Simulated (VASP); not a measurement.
# Be3Hg (Fm-3m) in VASP: reference runs

Aim: a first look at Be3Hg with PBE, on the cell as given.

Everything below comes from runs of VASP 6.6.1. Logs are shortened: lines on timing, memory, paths and dates and some standing lists are left out, and cuts for length are marked.

**1. The structure**

The structure is cubic, space group Fm-3m (No. 225). Conventional cell: a = 5.855 Å, b = 5.855 Å, c = 5.855 Å, α = 90.00°, β = 90.00°, γ = 90.00°. Be (site symmetry -43m) is surrounded by 4 Be at 2.54 Å and 4 Hg at 2.54 Å. Be (site symmetry m-3m) has 8 Be at 2.54 Å as nearest neighbours. Around Hg (site symmetry m-3m) lie 8 Be at 2.54 Å.

The cell was built by a generator and needn't be a form met in nature.

**2. Single point, PBE**

INCAR

```
ALGO = Normal
EDIFF = 1E-7
ENCUT = 520
GGA = PE
ISIF = 2
ISMEAR = -1
LASPH = True
LCHARG = True
LELF = True
LREAL = False
LVHAR = True
LWAVE = False
NBANDS = 17
NELM = 80
PREC = Accurate
SIGMA = 0.05
```

KPOINTS

```
k-points
0
Gamma
  8 8 8
```

POSCAR

```
Be3Hg
1.0
    0.0000000000      2.9274090600      2.9274090600
    2.9274090600      0.0000000000      2.9274090600
    2.9274090600      2.9274090600      0.0000000000
Be Hg
3 1
Direct
    0.2500000000      0.2500000000      0.2500000000
    0.7500000000      0.7500000000      0.7500000000
    0.5000000000      0.5000000000      0.5000000000
    0.0000000000      0.0000000000      0.0000000000
```

Potentials or basis: VASP PAW PBE potentials, release 64 (Be, Hg).

The run is started by

```
> cat potpaw_PBE.64/Be/POTCAR potpaw_PBE.64/Hg/POTCAR > POTCAR
> mpirun -np 1 vasp_std > vasp.out
```

OUTCAR:

```text
EDIFF = 1E-7
   ENCUT = 520
   GGA = PE
   ISIF = 2
   ISMEAR = -1
   LASPH = True
   LREAL = False
   NELM = 80
   PREC = Accurate

 ion  position               nearest neighbor table
   1  0.250  0.250  0.250-   4 2.54   4 2.54   4 2.54   4 2.54
   2  0.750  0.750  0.750-   4 2.54   4 2.54   4 2.54   4 2.54
   3  0.500  0.500  0.500-   4 2.93   4 2.93   4 2.93   4 2.93   4 2.93   4 2.93
   4  0.000  0.000  0.000-   2 2.54   2 2.54   2 2.54   1 2.54   1 2.54   1 2.54   2 2.54   1 2.54
                             3 2.93   3 2.93   3 2.93   3 2.93   3 2.93   3 2.93

  LATTYP: Found a face centered cubic cell.
 ALAT       =     5.8548181200

  Lattice vectors:

 A1 = (   0.0000000000,   2.9274090600,   2.9274090600)
 A2 = (   2.9274090600,   0.0000000000,   2.9274090600)
 A3 = (   2.9274090600,   2.9274090600,   0.0000000000)

Analysis of symmetry for initial positions (statically):
=====================================================================
 Subroutine PRICEL returns:
 Original cell was already a primitive cell.

 Routine SETGRP: Setting up the symmetry group for a
 face centered cubic supercell.

 Subroutine GETGRP returns: Found 48 space group operations
 (whereof 48 operations were pure point group operations)
 out of a pool of 48 trial point group operations.

The static configuration has the point symmetry O_h .

Analysis of symmetry for dynamics (positions and initial velocities):
=====================================================================
 Subroutine PRICEL returns:
 Original cell was already a primitive cell.

 Routine SETGRP: Setting up the symmetry group for a
 face centered cubic supercell.

 Subroutine GETGRP returns: Found 48 space group operations
 (whereof 48 operations were pure point group operations)
 out of a pool of 48 trial point group operations.

The dynamic configuration has the point symmetry O_h .

 Subroutine INISYM returns: Found 48 space group operations
 (whereof 48 operations are pure point group operations),
 and found     1 'primitive' translations

----------------------------------------------------------------------------------------

                                     Primitive cell

  volume of cell :      50.1742

  direct lattice vectors                    reciprocal lattice vectors
     0.000000000  2.927409060  2.927409060    -0.170799499  0.170799499  0.170799499
     2.927409060  0.000000000  2.927409060     0.170799499 -0.170799499  0.170799499
[... 92 lines left out ...]
   NSW    =      0    number of steps for IOM
   IBRION =     -1    ionic relax: 0-MD 1-quasi-New 2-CG
   NFREE  =      0    steps in history (QN), initial steepest desc. (CG)
   ISIF   =      2    stress and relaxation
   ISYM   =      2    0-nonsym 1-usesym 2-fastsym
   POTIM  = 0.5000    time-step for ionic-motion
   TEBEG  =    0.0;   TEEND  =   0.0 temperature during run
   PSTRESS=    0.0 pullay stress
   NELECT =      18.0000    total number of electrons
   NUPDOWN=      -1.0000    fix difference up-down
   EMIN   =  10.00;   EMAX   =-10.00  energy-range for DOS
   EFERMI =   0.00;   METHOD = LEGACY
   ISMEAR =    -1;   SIGMA  =   0.05  broadening in eV -4-tet -1-fermi 0-gaus
   EFERMI_NEDOS =   21; number of points for ismear=-14 and -15
   IALGO  =     38    algorithm
   IMIX   =      4    mixing-type and parameters
     AMIX     =   0.40;   BMIX     =  1.00
     AMIX_MAG =   1.60;   BMIX_MAG =  1.00
  volume/ion in A,a.u.               =      12.54        84.65
  Fermi-wavevector in a.u.,A,eV,Ry     =   1.163248  2.198220 18.410663  1.353146
  Thomas-Fermi vector in A             =   2.299800
   LORBIT       =      0    0 simple, 1 ext, 2 COOP (PROOUT), +10 PAW based schemes
   GGA     = PE    functional components
   LHFCALC =     F    Hartree Fock is set to
   AEXX    =    0.0000 exact exchange contribution
   IVDW    =     0    specifies the selected vdW correction
   LEPSILON=     F    determine dielectric tensor
   LRPA    =     F    only Hartree local field effects (RPA)
 non-spin polarized calculation
  energy-cutoff  :      520.00
  volume of cell :       50.17
 maximum number of plane-waves:      1365
   NGX = 15   NGY = 15   NGZ = 15

 number of electron      18.0000000 magnetization

 Free energy of the ion-electron system (eV)
  ---------------------------------------------------
  ext. energy  EPLUGINS =         0.00000000
  ---------------------------------------------------
  free energy    TOTEN  =        -9.26336295 eV

  energy without entropy =       -9.25227533  energy(sigma->0) =       -9.25781914

 E-fermi :   5.9008     XC(G=0): -10.6676

 val. band max:        5.7972194986   @ k =   0.3750   0.2500   0.0000
 cond. band min:       5.9010244335   @ k =  -0.2500   0.1250   0.0000
 fundamental gap:      0.1038049349
 Fermi energy:         5.9008361811

 k-point     1 :       0.0000    0.0000    0.0000
  band No.  band energies     occupation
      1      -5.5018      2.00000
      2      -3.3737      2.00000
      3      -3.3737      2.00000
      4      -3.3737      2.00000
      5      -2.7969      2.00000
      6      -2.7969      2.00000
[... 457 lines left out ...]
      4      -3.0844      2.00000
      5      -2.7864      2.00000
      6      -1.7653      2.00000
[... 9 lines left out ...]
     16      14.0192      0.00000
     17      14.1179      0.00000

 [... further k-points ...]

------------------------ aborting loop because EDIFF is reached ----------------------------------------

  FORCE on cell =-STRESS in cart. coord.  units (eV):
  Direction    XX          YY          ZZ          XY          YZ          ZX
  --------------------------------------------------------------------------------------
  -------------------------------------------------------------------------------------
  Total       -1.9286196     -1.9286196     -1.9286196      0.0000000      0.0000000     -0.0000000
  in kB      -61.5852816    -61.5852816    -61.5852816      0.0000000      0.0000000     -0.0000000
  external PRESSURE =     -61.5852816 kB  Pullay stress =       0.0000000 kB

 VOLUME and BASIS-vectors are now :
 -----------------------------------------------------------------------------
  energy-cutoff  :      520.00
  volume of cell :       50.17
      direct lattice vectors                 reciprocal lattice vectors
     0.000000000  2.927409060  2.927409060    -0.170799499  0.170799499  0.170799499
     2.927409060  0.000000000  2.927409060     0.170799499 -0.170799499  0.170799499
     2.927409060  2.927409060  0.000000000     0.170799499  0.170799499 -0.170799499

 POSITION                                       TOTAL-FORCE (eV/Angst)
 -----------------------------------------------------------------------------------
      1.46370      1.46370      1.46370         0.000000      0.000000      0.000000
      4.39111      4.39111      4.39111        -0.000000     -0.000000     -0.000000
      2.92741      2.92741      2.92741        -0.000000      0.000000     -0.000000
      0.00000      0.00000      0.00000        -0.000000      0.000000     -0.000000
 -----------------------------------------------------------------------------------
    total drift:                                0.000000     -0.000000     -0.000000

  FREE ENERGIE OF THE ION-ELECTRON SYSTEM (eV)
  ---------------------------------------------------
  free  energy   TOTEN  =        -9.2633629471 eV

  energy  without entropy=       -9.2522753306  energy(sigma->0) =       -9.25781914
```

OSZICAR:

```text
N       E                     dE             d eps       ncg     rms          rms(c)
DAV:   1     0.858496761771E+02    0.85850E+02   -0.83495E+03   994   0.961E+02
DAV:   2    -0.776235963779E+01   -0.93612E+02   -0.85306E+02  1105   0.220E+02
DAV:   3    -0.102793501267E+02   -0.25170E+01   -0.24905E+01  1335   0.372E+01
DAV:   4    -0.102883125065E+02   -0.89624E-02   -0.88987E-02  1085   0.214E+00
DAV:   5    -0.102883410242E+02   -0.28518E-04   -0.28512E-04  1315   0.132E-01    0.810E+00
DAV:   6    -0.929515129659E+01    0.99319E+00   -0.24249E+00  1230   0.221E+01    0.706E+00
DAV:   7    -0.927966630422E+01    0.15485E-01   -0.23540E-01  1029   0.403E+00    0.351E+00
DAV:   8    -0.926415755532E+01    0.15509E-01   -0.86264E-03  1124   0.970E-01    0.437E-01
DAV:   9    -0.926337401408E+01    0.78354E-03   -0.82116E-04  1243   0.383E-01    0.647E-02
DAV:  10    -0.926337026340E+01    0.37507E-05   -0.13049E-04  1046   0.102E-01    0.540E-02
DAV:  11    -0.926336363638E+01    0.66270E-05   -0.72367E-06  1278   0.234E-02    0.153E-02
DAV:  12    -0.926336317901E+01    0.45737E-06   -0.13216E-06  1047   0.838E-03    0.537E-03
DAV:  13    -0.926336301221E+01    0.16680E-06   -0.61652E-08   649   0.192E-03    0.124E-03
DAV:  14    -0.926336294708E+01    0.65128E-07   -0.21837E-08   536   0.163E-03
   1 F= -.92633629E+01 E0= -.92578191E+01  d E =-.110876E-01
```

stdout:

```text
POSCAR found type information on POSCAR BeHg
 POSCAR found :  2 types and       4 ions
 scaLAPACK will be used
 LDA part: xc-table for (Slater+PW92), standard interpolation
 POSCAR, INCAR and KPOINTS ok, starting setup
 FFT: planning ... GRIDC
 FFT: planning ... GRID_SOFT
 FFT: planning ... GRID
 WAVECAR not read
 entering main loop
```

It took 14 s on 1 thread of Intel Xeon Platinum 8488C (Sapphire Rapids), shared host; peak memory 0.18 GiB.

Results:

- Free energy: -9.2634 eV
- Pressure: -6.2 GPa
- Band gap on the k mesh: none (metal or under the smearing width)

Levels at points of the mesh, in eV from the Fermi level:
```tsv
k point	band 5	band 6	band 7	band 8	band 9	band 10	band 11	band 12	band 13	band 14
(0.00, 0.00, 0.00)	-8.70	-8.70	0.54	0.54	0.54	1.93	1.93	1.93	3.17	3.23
(0.50, 0.00, 0.00)	-8.64	-7.77	-7.57	-0.44	-0.44	0.39	0.39	1.76	2.77	7.41
(0.50, 0.50, 0.00)	-8.54	-6.89	-6.64	-4.06	-4.06	-0.88	0.83	6.69	6.69	7.31
```

The run has no spin-orbit coupling, so splittings on Hg are missing.
